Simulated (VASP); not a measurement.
Given:

```xyz
2
Lattice="0.0000 2.9030 2.9030 2.9030 0.0000 2.9030 2.9030 2.9030 0.0000" Properties=species:S:1:pos:R:3 pbc="T T T"
Zn     0.0000     0.0000     0.0000
Se     1.4515     1.4515     1.4515
```

Calculation: optB86b-vdW, VASP's PBE PAW potentials (set 64) (plane waves; VASP 6.6.1). Run with 520 eV cut-off, 8×8×8 Γ-centred mesh, Gaussian smearing of 0.050 eV, potentials Zn Se.

Task: Give the stress tensor in GPa (positive for a compressed cell).

Result: 
```
-3.10   0.00   0.00
 0.00  -3.10   0.00
 0.00   0.00  -3.10
```
The pressure is its mean diagonal, -3.10 GPa.

The compound is ZnSe in the zinc blende structure. This cell is one point of a volume scan, at 1.06 of the reference volume.
